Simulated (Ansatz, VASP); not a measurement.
# Cross-check of LaVO4 (LaVO4 (I4_1/amd)) between VASP and Ansatz, part 2 of 2

Aim: how closely do two programs agree when they are given the same cell, functional and k mesh? The structure shown is the end of the Ansatz relaxation below.

VASP 6.6.1 and Ansatz 0.2.0.

So far: Set-up; Ansatz: relaxation, r2SCAN.

### 3. VASP: single point, r2SCAN

Level of this step: r2SCAN, no spin polarisation; plane waves and PAW (La, V_sv, O) (VASP).

The same cell, functional and mesh now go to VASP, with its own data sets and cutoff.

Lines of VASP's logs that name or quote its potential files are left out, and so is its time.

INCAR

```
SYSTEM = LaVO4
PREC = Accurate
ENCUT = 520
EDIFF = 1E-06
NELM = 100
ISMEAR = 0
SIGMA = 0.01
LREAL = .FALSE.
ALGO = Normal
METAGGA = R2SCAN
LASPH = .TRUE.
NBANDS = 60
LORBIT = 11
LWAVE = .FALSE.
LCHARG = .FALSE.
KPAR = 4
ISIF = 2
```

POSCAR

```
LaVO4
1.0
   -3.7339018561      3.7339018561      3.2713021510
    3.7339018561     -3.7339018561      3.2713021510
    3.7339018561      3.7339018561     -3.2713021510
La V O
2 2 8
Direct
    0.0000000000      0.0000000000      0.0000000000
    0.7500000000      0.2500000000      0.5000000000
    0.2500000000      0.7500000000      0.5000000000
    0.5000000000      0.5000000000      0.0000000000
    0.5107021152      0.3337885553      0.1769135599
    0.0837885553      0.4068749954      0.3230864401
    0.0837885553      0.7607021152      0.6769135599
    0.1568749954      0.3337885553      0.8230864401
    0.6662114447      0.8431250046      0.1769135599
    0.2392978848      0.9162114447      0.3230864401
    0.5931250046      0.9162114447      0.6769135599
    0.6662114447      0.4892978848      0.8230864401
```

KPOINTS

```
Automatic mesh
0
Gamma
6 6 6
0 0 0
```

PAW data sets: La, V_sv and O (PBE family, release 64).

Command:

```sh
$ mpirun -np 4 vasp_std
```

Numbers of over 12 decimals in the logs are rounded to 6 here.

Log:

```text
[banner, memory and clock lines left out]
running    4 mpi-ranks, on    1 nodes
 distrk:  each k-point on    1 cores,    4 groups
 distr:  one band on    1 cores,    1 groups

 POSCAR found type information on POSCAR LaV O
 POSCAR found :  3 types and      12 ions
|                                                                             |
|               ----> ADVICE to this user running VASP <----                  |
|                                                                             |
|     You enforced a specific xc type in the INCAR file but a different       |
|     [... a line on the potential file left out ...]
|     I HOPE YOU KNOW WHAT YOU ARE DOING!                                     |
|                                                                             |

 LDA part: xc-table for (None), standard interpolation
 POSCAR, INCAR and KPOINTS ok, starting setup
 FFT: planning ... GRIDC
 FFT: planning ... GRID_SOFT
 FFT: planning ... GRID
 WAVECAR not read
 entering main loop
       N       E                     dE             d eps       ncg     rms          rms(c)
DAV:   1     0.145712991256E+04    0.14571E+04   -0.44525E+04  4184   0.234E+03
DAV:   2     0.222626705754E+03   -0.12345E+04   -0.11471E+04  3744   0.573E+02
DAV:   3    -0.148562046001E+03   -0.37119E+03   -0.35207E+03  4628   0.272E+02
DAV:   4    -0.228318206577E+03   -0.79756E+02   -0.77913E+02  6128   0.122E+02
DAV:   5    -0.233196874404E+03   -0.48787E+01   -0.48659E+01  6268   0.307E+01    0.770E+01
DAV:   6    -0.177538125635E+03    0.55659E+02   -0.28922E+02  4880   0.895E+01    0.309E+01
DAV:   7    -0.171880761040E+03    0.56574E+01   -0.12168E+02  5800   0.944E+01    0.251E+01
DAV:   8    -0.179594140818E+03   -0.77134E+01   -0.85423E+01  6576   0.556E+01    0.269E+01
DAV:   9    -0.174851418369E+03    0.47427E+01   -0.16091E+01  4752   0.240E+01    0.511E+00
DAV:  10    -0.175225402709E+03   -0.37398E+00   -0.34011E+00  6032   0.135E+01    0.833E+00
DAV:  11    -0.175260726373E+03   -0.35324E-01   -0.94335E-01  4968   0.795E+00    0.263E+00
DAV:  12    -0.175169829676E+03    0.90897E-01   -0.28437E-01  5944   0.502E+00    0.207E+00
DAV:  13    -0.175169691178E+03    0.13850E-03   -0.51557E-02  6352   0.138E+00    0.848E-01
DAV:  14    -0.175169578093E+03    0.11308E-03   -0.50441E-03  6424   0.451E-01    0.780E-01
DAV:  15    -0.175170218517E+03   -0.64042E-03   -0.28845E-03  6032   0.339E-01    0.595E-01
DAV:  16    -0.175169347829E+03    0.87069E-03   -0.24346E-03  4912   0.424E-01    0.950E-02
DAV:  17    -0.175169284212E+03    0.63617E-04   -0.56886E-04  6168   0.179E-01    0.104E-01
DAV:  18    -0.175169297655E+03   -0.13443E-04   -0.11472E-04  5608   0.610E-02    0.806E-02
DAV:  19    -0.175169289835E+03    0.78204E-05   -0.17789E-05  5880   0.370E-02    0.447E-02
DAV:  20    -0.175169289045E+03    0.78979E-06   -0.26954E-06  3440   0.129E-02
   1 F= -.17516929E+03 E0= -.17516929E+03  d E =-.141817-133
```

From OUTCAR (step 3):

```text
ion  position               nearest neighbor table
   1  0.000  0.000  0.000-   6 2.47  11 2.47  10 2.47   7 2.47   5 2.55  12 2.55   9 2.55   8 2.55
                             4 3.27   4 3.27
   2  0.750  0.250  0.500-   8 2.47   9 2.47   5 2.47  12 2.47   7 2.55  10 2.55   6 2.55  11 2.55
                             3 3.27   3 3.27
   3  0.250  0.750  0.500-   7 1.71  10 1.71   6 1.71  11 1.71   2 3.27   2 3.27
   4  0.500  0.500  0.000-   5 1.71  12 1.71   9 1.71   8 1.71   1 3.27   1 3.27
   5  0.511  0.334  0.177-   4 1.71   2 2.47   1 2.55
   6  0.084  0.407  0.323-   3 1.71   1 2.47   2 2.55
   7  0.084  0.761  0.677-   3 1.71   1 2.47   2 2.55
   8  0.157  0.334  0.823-   4 1.71   2 2.47   1 2.55
   9  0.666  0.843  0.177-   4 1.71   2 2.47   1 2.55
  10  0.239  0.916  0.323-   3 1.71   1 2.47   2 2.55
  11  0.593  0.916  0.677-   3 1.71   1 2.47   2 2.55
  12  0.666  0.489  0.823-   4 1.71   2 2.47   1 2.55

  LATTYP: Found a body centered tetragonal cell.
 ALAT       =     7.4678037122
 C/A-ratio  =     0.8761082313

 Subroutine GETGRP returns: Found 16 space group operations
 (whereof  8 operations were pure point group operations)

The static configuration has the point symmetry D_2d.
 The point group associated with its full space group is D_4h.

 Found     30 irreducible k-points:

   k-points           NKPTS =     30   k-points in BZ     NKDIM =     30   number of bands    NBANDS=     60

   dimension x,y,z NGX =    48 NGY =   48 NGZ =   48
   dimension x,y,z NGXF=    96 NGYF=   96 NGZF=   96

   ENCUT  =  520.0 eV  38.22 Ry    6.18 a.u.  11.55 11.55 11.55*2*pi/ulx,y,z

   NELECT =      96.0000    total number of electrons

 k-points in reciprocal lattice and weights: Automatic mesh
   0.00000000  0.00000000  0.00000000       0.005
   0.16666667  0.00000000  0.00000000       0.037
   0.33333333 -0.00000000  0.00000000       0.037
   0.50000000 -0.00000000  0.00000000       0.019
   0.16666667  0.16666667 -0.00000000       0.037
   0.33333333  0.16666667  0.00000000       0.074
   0.50000000  0.16666667  0.00000000       0.074
  -0.33333333  0.16666667 -0.00000000       0.074
  -0.16666667  0.16666667  0.00000000       0.019
[...]
-0.33333333 -0.33333333  0.33333333       0.009
   0.50000000  0.50000000  0.50000000       0.005

 average (electrostatic) potential at core
       1-104.1853       2-104.1853       3 -82.2755       4 -82.2755       5 -74.5771
       6 -74.5771       7 -74.5771       8 -74.5771       9 -74.5771      10 -74.5771
      11 -74.5771      12 -74.5771

 E-fermi :   2.3428

 k-point     1 :       0.0000    0.0000    0.0000
  band No.  band energies     occupation
    ...
     44       1.7828      2.00000
     45       1.7828      2.00000
     46       1.7874      2.00000
     47       1.7874      2.00000
     48       2.1524      2.00000
     49       5.6244      0.00000
     50       6.3657      0.00000
     51       6.4587      0.00000
     52       6.5794      0.00000
     53       6.8692      0.00000
    ...

 k-point     2 :       0.1667    0.0000    0.0000
  band No.  band energies     occupation
    ...
     44       1.4547      2.00000
     45       1.6920      2.00000
     46       1.9455      2.00000
     47       1.9942      2.00000
     48       2.1330      2.00000
     49       5.7619      0.00000
     50       6.3908      0.00000
     51       6.4758      0.00000
     52       6.5540      0.00000
     53       6.9736      0.00000
    ...

 k-point     3 :       0.3333   -0.0000    0.0000
  band No.  band energies     occupation
    ...
     44       1.2975      2.00000
     45       1.5627      2.00000
     46       1.7812      2.00000
     47       2.0334      2.00000
     48       2.1478      2.00000
     49       6.0597      0.00000
     50       6.4515      0.00000
     51       6.4880      0.00000
     52       6.5158      0.00000
     53       7.1502      0.00000
    ...

  Total        0.5467255      0.5467255      0.9824418      0.0000000      0.0000000      0.0000000
  in kB        4.8014621      4.8014621      8.6280165      0.0000000      0.0000000      0.0000000
  external PRESSURE =       6.0769802 kB  Pullay stress =       0.0000000 kB

  energy-cutoff  :      520.00
  volume of cell :      182.43
      direct lattice vectors                 reciprocal lattice vectors
    -3.733901856  3.733901856  3.271302151     0.000000000  0.133908180  0.152844334
     3.733901856 -3.733901856  3.271302151     0.133908180  0.000000000  0.152844334
     3.733901856  3.733901856 -3.271302151     0.133908180  0.133908180  0.000000000

 POSITION                                       TOTAL-FORCE (eV/Angst)
 -----------------------------------------------------------------------------------
      0.00000      0.00000      0.00000         0.000000     -0.000000     -0.000000
      0.00000      3.73390      1.63565        -0.000000     -0.000000     -0.000000
      3.73390      0.00000      1.63565         0.000000     -0.000000     -0.000000
      0.00000      0.00000      3.27130         0.000000     -0.000000     -0.000000
      0.00000      1.32116      2.18385        -0.000000      0.177059     -0.139557
      2.41275      0.00000      0.54820        -0.177059      0.000000     -0.139557
      5.05506      0.00000      0.54820         0.177059     -0.000000     -0.139557
      3.73390      2.41275     -1.08746         0.000000     -0.177059     -0.139557
      1.32116      0.00000      4.35876         0.177059     -0.000000      0.139557
      3.73390     -1.32116      2.72311         0.000000     -0.177059      0.139557
      3.73390      1.32116      2.72311        -0.000000      0.177059      0.139557
      2.41275      3.73390      1.08746        -0.177059      0.000000      0.139557
 -----------------------------------------------------------------------------------
    total drift:                               -0.000000     -0.000000      0.000000

  FREE ENERGIE OF THE ION-ELECTRON SYSTEM (eV)
  ---------------------------------------------------
  free  energy   TOTEN  =      -175.1692890453 eV

  energy  without entropy=     -175.1692890453  energy(sigma->0) =     -175.16928905

 total charge
# of ion       s       p       d       f       tot
--------------------------------------------------
    1        1.982   5.745   0.496   0.189   8.412
    2        1.982   5.745   0.496   0.189   8.412
    3        2.410   6.460   3.245   0.000  12.115
    4        2.410   6.460   3.245   0.000  12.115
    5        1.584   3.476   0.000   0.000   5.060
    6        1.584   3.476   0.000   0.000   5.060
    7        1.584   3.476   0.000   0.000   5.060
    8        1.584   3.476   0.000   0.000   5.060
    9        1.584   3.476   0.000   0.000   5.060
   10        1.584   3.476   0.000   0.000   5.060
   11        1.584   3.476   0.000   0.000   5.060
   12        1.584   3.476   0.000   0.000   5.060
--------------------------------------------------
tot         21.455  52.217   7.483   0.377  81.532

[... 3 further parts left out ...]
```

This run has no spin polarisation, so a moment on V, if there is one, isn't seen.

### 4. Comparison

Known differences besides the potentials themselves: VASP keeps PBE cores, Ansatz makes them for the functional; fixed occupations in Ansatz, narrow Gaussian smearing in VASP; the cutoff is 500 eV in Ansatz and 520 eV in VASP; Ansatz's pressure holds a Pulay correction, VASP's none. Total energies have different zeros and are not compared.

Compared:

| quantity | Ansatz | VASP | difference |
| --- | --- | --- | --- |
| pressure (GPa) | 0.00 | 0.61 | -0.61 |
| gap on the k mesh (eV) | 3.454 | 3.454 | 0.000 |

Forces on 7 of the 12 atoms, those with the largest forces and the largest differences (eV/Å; atoms numbered as in POSCAR):

| atom | Ansatz x, y, z | VASP x, y, z |
| --- | --- | --- |
| O5 | 0.000, 0.000, 0.002 | 0.000, 0.177, -0.140 |
| O6 | 0.000, 0.000, 0.002 | -0.177, 0.000, -0.140 |
| O7 | 0.000, 0.000, 0.002 | 0.177, 0.000, -0.140 |
| O8 | 0.000, 0.000, 0.002 | 0.000, -0.177, -0.140 |
| O9 | 0.000, 0.000, -0.002 | 0.177, 0.000, 0.140 |
| O10 | 0.000, 0.000, -0.002 | 0.000, -0.177, 0.140 |
| O11 | 0.000, 0.000, -0.002 | 0.000, 0.177, 0.140 |

The forces differ by 107 meV/Å r.m.s., where the r.m.s. force is 0.001 eV/Å in Ansatz and 0.106 eV/Å in VASP: the cell lies near the minimum of Ansatz, so a percentage would say little (all taken over all components). A gap on the mesh is an upper bound, since the band edges may lie between its points. VASP's last cycles still show a density residual of 4e-03, so its state may not be settled.

### 5. Outcome

- r.m.s. force difference (single point, r2SCAN): 107 meV/Å
- difference in pressure (single point, r2SCAN): -0.61 GPa

**Reading.** The r.m.s. force difference is 107 meV/Å (single point, r2SCAN), beyond the 12 meV/Å picked in this series as the mark of a large difference. What causes the difference of the single point, r2SCAN pair stays open here. How closely two codes agree says nothing of how well the functional describes the real material.

[Lines on the potential files, build, host, timing and source positions are cut from VASP's logs without a mark.]

[Logs are printed without paths, hosts, clocks, repeated set-up lines and the standing remarks that a program may print on its own settings, such as how far it seeks lower states.]

[Hosts, paths, dates, database ids (printed as entryN), source tags and the programs' standing remarks are cut or masked in the printed files.]
